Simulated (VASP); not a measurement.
# BaY (Pm-3m) in VASP: a series of runs

One crystal, BaY, is run at these levels: LDA, PBE, PBEsol; tasks: band structure.

Everything below comes from runs of VASP 6.6.1. Logs are shortened: lines on timing, memory, paths and dates and some standing lists are left out, and cuts for length are marked.

### 1 Starting point

It takes space group Pm-3m (No. 221, cubic). The conventional cell has a = 4.420 Å, b = 4.420 Å, c = 4.420 Å, α = 90.00°, β = 90.00°, γ = 90.00°. Ba (site symmetry m-3m) is surrounded by 8 Y at 3.83 Å. Y (site symmetry m-3m) has 8 Ba at 3.83 Å as nearest neighbours.

The cell was built by a generator and needn't be a form met in nature.

### 2 Band structure, LDA

The input, POSCAR:

```
BaY
1.0
    4.4203700000      0.0000000000      0.0000000000
    0.0000000000      4.4203700000      0.0000000000
    0.0000000000      0.0000000000      4.4203700000
Ba Y
1 1
Direct
    0.0000000000      0.0000000000      0.0000000000
    0.5000000000      0.5000000000      0.5000000000
```

The input, INCAR.step1:

```
SYSTEM = BaY
PREC = Accurate ; ENCUT = 520
EDIFF = 1E-6 ; ISMEAR = -1
SIGMA = 0.05 ; LREAL = .FALSE.
LASPH = .TRUE. ; NELM = 80
ALGO = Normal ; ISIF = 2
LWAVE = .FALSE. ; LCHARG = .TRUE.
LMAXMIX = 4 ; GGA = CA
NBANDS = 18
```

The input, KPOINTS.step1:

```
regular mesh
0
G
  6 6 6
  0 0 0
```

The input, INCAR.step2:

```
SYSTEM = BaY
PREC = Accurate ; ENCUT = 520
EDIFF = 1E-6 ; ISMEAR = 0
SIGMA = 0.05 ; LREAL = .FALSE.
LASPH = .TRUE. ; NELM = 80
ALGO = Normal ; ISIF = 2
LWAVE = .FALSE. ; LCHARG = .FALSE.
LMAXMIX = 4 ; GGA = CA
NBANDS = 18 ; ICHARG = 11
```

The input, KPOINTS.step2:

```
path GXMGRX,MR
10
line-mode
reciprocal
 0.0000000000  0.0000000000  0.0000000000  G
 0.0000000000  0.5000000000  0.0000000000  X

 0.0000000000  0.5000000000  0.0000000000  X
 0.5000000000  0.5000000000  0.0000000000  M

 0.5000000000  0.5000000000  0.0000000000  M
 0.0000000000  0.0000000000  0.0000000000  G

 0.0000000000  0.0000000000  0.0000000000  G
 0.5000000000  0.5000000000  0.5000000000  R

 0.5000000000  0.5000000000  0.5000000000  R
 0.0000000000  0.5000000000  0.0000000000  X

 0.5000000000  0.5000000000  0.0000000000  M
 0.5000000000  0.5000000000  0.5000000000  R
```

Potentials or basis: VASP PAW LDA potentials, release 64 (Ba_sv, Y_sv).

Run with:

```bash
> cat potpaw_LDA.64/Ba_sv/POTCAR potpaw_LDA.64/Y_sv/POTCAR > POTCAR
> cp INCAR.step1 INCAR
> cp KPOINTS.step1 KPOINTS
> mpirun -np 1 vasp_std > vasp.out
> cp INCAR.step2 INCAR
> cp KPOINTS.step2 KPOINTS
> mpirun -np 1 vasp_std > vasp.out
```

OUTCAR:

```text
SYSTEM = BaY
   PREC = Accurate
   ENCUT = 520
   EDIFF = 1E-6
   ISMEAR = 0
   LREAL = .FALSE.
   LASPH = .TRUE.
   NELM = 80
   ISIF = 2
   GGA = CA
   ICHARG = 11

 ion  position               nearest neighbor table
   1  0.000  0.000  0.000-   2 3.83   2 3.83   2 3.83   2 3.83   2 3.83   2 3.83   2 3.83   2 3.83

   2  0.500  0.500  0.500-   1 3.83   1 3.83   1 3.83   1 3.83   1 3.83   1 3.83   1 3.83   1 3.83

  LATTYP: Found a simple cubic cell.
 ALAT       =     4.4203700000

  Lattice vectors:

 A1 = (   4.4203700000,   0.0000000000,   0.0000000000)
 A2 = (   0.0000000000,   4.4203700000,   0.0000000000)
 A3 = (   0.0000000000,   0.0000000000,   4.4203700000)

Analysis of symmetry for initial positions (statically):
=====================================================================
 Subroutine PRICEL returns:
 Original cell was already a primitive cell.

 Routine SETGRP: Setting up the symmetry group for a
 simple cubic supercell.

 Subroutine GETGRP returns: Found 48 space group operations
 (whereof 48 operations were pure point group operations)
 out of a pool of 48 trial point group operations.

The static configuration has the point symmetry O_h .

Analysis of symmetry for dynamics (positions and initial velocities):
=====================================================================
 Subroutine PRICEL returns:
 Original cell was already a primitive cell.

 Routine SETGRP: Setting up the symmetry group for a
 simple cubic supercell.

 Subroutine GETGRP returns: Found 48 space group operations
 (whereof 48 operations were pure point group operations)
 out of a pool of 48 trial point group operations.

The dynamic configuration has the point symmetry O_h .

 Subroutine INISYM returns: Found 48 space group operations
 (whereof 48 operations are pure point group operations),
 and found     1 'primitive' translations

----------------------------------------------------------------------------------------

                                     Primitive cell

  volume of cell :      86.3726

  direct lattice vectors                    reciprocal lattice vectors
     4.420370000  0.000000000  0.000000000     0.226225406  0.000000000  0.000000000
     0.000000000  4.420370000  0.000000000     0.000000000  0.226225406  0.000000000
     0.000000000  0.000000000  4.420370000     0.000000000  0.000000000  0.226225406

  length of vectors
     4.420370000  4.420370000  4.420370000     0.226225406  0.226225406  0.226225406

  position of ions in fractional coordinates (direct lattice)
     0.000000000  0.000000000  0.000000000
     0.500000000  0.500000000  0.500000000

[... 67 lines left out ...]
   LREAL  =      F    real-space projection
   EDIFFG = 0.1E-04   stopping-criterion for IOM
   NSW    =      0    number of steps for IOM
   IBRION =     -1    ionic relax: 0-MD 1-quasi-New 2-CG
   NFREE  =      0    steps in history (QN), initial steepest desc. (CG)
   ISIF   =      2    stress and relaxation
   ISYM   =      2    0-nonsym 1-usesym 2-fastsym
   POTIM  = 0.5000    time-step for ionic-motion
   TEBEG  =    0.0;   TEEND  =   0.0 temperature during run
   PSTRESS=    0.0 pullay stress
   NELECT =      21.0000    total number of electrons
   NUPDOWN=      -1.0000    fix difference up-down
   EMIN   =  10.00;   EMAX   =-10.00  energy-range for DOS
   EFERMI =   0.00;   METHOD = LEGACY
   ISMEAR =     0;   SIGMA  =   0.05  broadening in eV -4-tet -1-fermi 0-gaus
   EFERMI_NEDOS =   21; number of points for ismear=-14 and -15
   IALGO  =     38    algorithm
   IMIX   =      4    mixing-type and parameters
     AMIX     =   0.40;   BMIX     =  1.00
     AMIX_MAG =   1.60;   BMIX_MAG =  1.00
  volume/ion in A,a.u.               =      43.19       291.44
  Fermi-wavevector in a.u.,A,eV,Ry     =   1.021777  1.930878 14.204857  1.044028
  Thomas-Fermi vector in A             =   2.155420
   LORBIT       =      0    0 simple, 1 ext, 2 COOP (PROOUT), +10 PAW based schemes
   GGA     = CA    functional components
   LHFCALC =     F    Hartree Fock is set to
   AEXX    =    0.0000 exact exchange contribution
   IVDW    =     0    specifies the selected vdW correction
   LEPSILON=     F    determine dielectric tensor
   LRPA    =     F    only Hartree local field effects (RPA)
 non-spin polarized calculation
 Gauss-broadening in eV      SIGMA  =   0.05
  energy-cutoff  :      520.00
  volume of cell :       86.37
 maximum number of plane-waves:      2360
 NGX is ok and might be reduce to    36

 number of electron      21.0000000 magnetization

 Free energy of the ion-electron system (eV)
  ---------------------------------------------------
  ext. energy  EPLUGINS =         0.00000000
  ---------------------------------------------------
  free energy    TOTEN  =        -8.88804679 eV

  energy without entropy =       -8.88255845  energy(sigma->0) =       -8.88530262

 E-fermi :   2.2500     XC(G=0):  -8.7809

 val. band max:        2.2323544429   @ k =   0.3889   0.5000   0.3889
 cond. band min:       2.2508043776   @ k =   0.5000   0.5000   0.3333
 fundamental gap:      0.0184499347
 Fermi energy:         2.2500214282

 k-point     1 :       0.0000    0.0000    0.0000
  band No.  band energies     occupation
      1     -41.1183      2.00000
      2     -25.6185      2.00000
      3     -21.1705      2.00000
      4     -21.1705      2.00000
      5     -21.1705      2.00000
      6     -10.7686      2.00000
[... 481 lines left out ...]
      5     -21.1652      2.00000
      6     -10.9967      2.00000
[... 10 lines left out ...]
     17       5.6173      0.00000
     18       6.3602      0.00000

 [... further k-points ...]

------------------------ aborting loop because EDIFF is reached ----------------------------------------

  FORCE on cell =-STRESS in cart. coord.  units (eV):
  Direction    XX          YY          ZZ          XY          YZ          ZX
  --------------------------------------------------------------------------------------
  -------------------------------------------------------------------------------------
  Total       -3.8996741     -3.8996741     -3.8996741      0.0000000     -0.0000000      0.0000000
  in kB      -72.3374219    -72.3374219    -72.3374219      0.0000000     -0.0000000      0.0000000
  external PRESSURE =     -72.3374219 kB  Pullay stress =       0.0000000 kB

 VOLUME and BASIS-vectors are now :
 -----------------------------------------------------------------------------
  energy-cutoff  :      520.00
  volume of cell :       86.37
      direct lattice vectors                 reciprocal lattice vectors
     4.420370000  0.000000000  0.000000000     0.226225406  0.000000000  0.000000000
     0.000000000  4.420370000  0.000000000     0.000000000  0.226225406  0.000000000
     0.000000000  0.000000000  4.420370000     0.000000000  0.000000000  0.226225406

 POSITION                                       TOTAL-FORCE (eV/Angst)
 -----------------------------------------------------------------------------------
      0.00000      0.00000      0.00000         0.000000      0.000000      0.000000
      2.21019      2.21019      2.21019         0.000000      0.000000      0.000000
 -----------------------------------------------------------------------------------
    total drift:                                0.000000      0.000000      0.000000

  FREE ENERGIE OF THE ION-ELECTRON SYSTEM (eV)
  ---------------------------------------------------
  free  energy   TOTEN  =        -8.8880467898 eV

  energy  without entropy=       -8.8825584452  energy(sigma->0) =       -8.88530262
```

OSZICAR.step1:

```text
N       E                     dE             d eps       ncg     rms          rms(c)
DAV:   1     0.107656412022E+03    0.10766E+03   -0.94871E+03   720   0.101E+03
DAV:   2    -0.152186610087E+01   -0.10918E+03   -0.10664E+03   952   0.223E+02
DAV:   3    -0.903551055767E+01   -0.75136E+01   -0.74460E+01  1128   0.433E+01
DAV:   4    -0.939704153161E+01   -0.36153E+00   -0.36128E+00  1016   0.774E+00
DAV:   5    -0.940235942246E+01   -0.53179E-02   -0.53169E-02   988   0.857E-01    0.165E+01
DAV:   6    -0.855794018078E+01    0.84442E+00   -0.18921E+00   802   0.442E+00    0.111E+01
DAV:   7    -0.853641286605E+01    0.21527E-01   -0.11614E+00   996   0.317E+00    0.283E+00
DAV:   8    -0.852173908322E+01    0.14674E-01   -0.37837E-01   816   0.233E+00    0.130E+00
DAV:   9    -0.851318269882E+01    0.85564E-02   -0.79413E-02   816   0.101E+00    0.766E-01
DAV:  10    -0.851222240959E+01    0.96029E-03   -0.50356E-03   882   0.285E-01    0.242E-01
DAV:  11    -0.851224766336E+01   -0.25254E-04   -0.68388E-04   940   0.135E-01    0.499E-02
DAV:  12    -0.851224073743E+01    0.69259E-05   -0.22616E-05   866   0.248E-02    0.212E-02
DAV:  13    -0.851223757785E+01    0.31596E-05   -0.13973E-05   904   0.140E-02    0.228E-03
DAV:  14    -0.851223750407E+01    0.73777E-07   -0.11219E-06   692   0.499E-03
   1 F= -.85122375E+01 E0= -.84985940E+01  d E =-.272870E-01
```

Run time: 61 s. Hardware: 1 thread of Intel Xeon Platinum 8488C (Sapphire Rapids), shared host; peak memory 0.24 GiB.

What came out:

```
Band gap along the path : none (metal or under the smearing width)
```

Levels at the corners of the path, in eV from the Fermi level:
```csv
point,band 9,band 10,band 11,band 12,band 13,band 14
Γ,-3.65,-1.04,-1.04,1.47,1.47,1.47
X,-1.33,-1.24,0.17,1.03,1.42,1.42
X,-1.33,-1.24,0.17,1.03,1.42,1.42
M,-1.88,-1.04,0.30,0.30,1.46,1.46
M,-1.88,-1.04,0.30,0.30,1.46,1.46
Γ,-3.65,-1.04,-1.04,1.47,1.47,1.47
Γ,-3.65,-1.04,-1.04,1.47,1.47,1.47
R,-0.12,-0.12,-0.12,0.63,0.63,0.63
R,-0.12,-0.12,-0.12,0.63,0.63,0.63
X,-1.33,-1.24,0.17,1.03,1.42,1.42
M,-1.88,-1.04,0.30,0.30,1.46,1.46
R,-0.12,-0.12,-0.12,0.63,0.63,0.63
```

Caveat: the log is that of the step along the path at fixed density, whose energy, stress, charges and moments have no meaning; spin-orbit coupling is left out, which moves the levels of the heavy elements.

[end of part 1 of 2]
